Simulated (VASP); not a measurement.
```xyz
2
Lattice="4.5700 0.0000 0.0000 0.0000 4.5700 0.0000 0.0000 0.0000 4.5700" Properties=species:S:1:pos:R:3 pbc="T T T"
Cs     0.0000     0.0000     0.0000
I      2.2850     2.2850     2.2850
```
Cell charge -0.1.

Method: PBE GGA, VASP's PBE PAW potentials (set 64) (plane waves; VASP). Run with NELECT = 16.1, 400 eV cut-off, 5×5×5 Γ-centred mesh, Gaussian smearing of 0.050 eV, potentials Cs_sv I.

The cell is charged, with a uniform compensating background.

**Question.** Give the stress tensor in GPa (positive for a compressed cell).

**Answer.** 
```
1.66  0.00  0.00
0.00  1.66  0.00
0.00  0.00  1.66
```
The pressure is its mean diagonal, 1.66 GPa.

The compound is CsI in the CsCl type structure. The cell was not relaxed at this level. The run is one of a series of settings (NELECT = 16.1 against the base run), some of them coarse on purpose.
